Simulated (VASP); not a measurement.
A run of VASP 6.6.1 is set up as follows.

INCAR

```
SYSTEM = Ti
  ALGO = Fast
  EDIFF = 1E-7
  ENCUT = 520
  GGA = CA
  ISIF = 2
  ISMEAR = 0
  LASPH = .TRUE.
  LCHARG = .FALSE.
  LREAL = .FALSE.
  LWAVE = .FALSE.
  NBANDS = 12
  NELM = 100
  PREC = Accurate
  SIGMA = 0.15
```

KPOINTS

```
k-points
0
G
  20 20 20
  0 0 0
```

The input POSCAR:

```
Ti
1.0
    0.0000000000      2.0300000000      2.1822500000
    2.0300000000      0.0000000000      2.1822500000
    2.0300000000      2.0300000000      0.0000000000
Ti
1
Direct
    0.0000000000      0.0000000000      0.0000000000
```

Potentials or basis: VASP PAW LDA potentials, release 64 (Ti_sv).

Run with:

```console
$ cat potpaw_LDA.64/Ti_sv/POTCAR > POTCAR
$ mpirun -np 1 vasp_std > vasp.out
```

Problem. What does it give for the band gap on the k mesh?

Solution. None (metal or under the smearing width).

Problem. What does it give for the pressure?

Solution. -11.6 GPa.

Stress tensor (GPa, compression positive):
```
-10.92   0.00   0.00
  0.00 -10.92   0.00
  0.00   0.00 -12.98
```
